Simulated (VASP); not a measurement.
Data:

```
CELL_PARAMETERS angstrom
      0.00000     2.96409     2.96409
      2.96409     0.00000     2.96409
      2.96409     2.96409     0.00000
ATOMIC_POSITIONS crystal
  Pb 0.00000 0.00000 0.00000
  F  0.25000 0.25000 0.25000
  F  0.75000 0.75000 0.75000
```

These are LDA (Ceperley-Alder, Perdew-Zunger), VASP's LDA PAW potentials (set 64) (plane waves; VASP 6.6.1) values and carry that method's errors. Settings: 520 eV cut-off, 7×7×7 Γ-centred mesh, Gaussian smearing of 0.050 eV, potentials Pb_d F.

Task: Give the stress tensor in GPa (positive for a compressed cell).

Result: 
```
-4.55   0.00   0.00
 0.00  -4.55   0.00
 0.00   0.00  -4.55
```
The pressure is its mean diagonal, -4.55 GPa.

The compound is PbF2 in the fluorite structure, the β form. This cell is one point of a volume scan, at 1.06 of the reference volume.
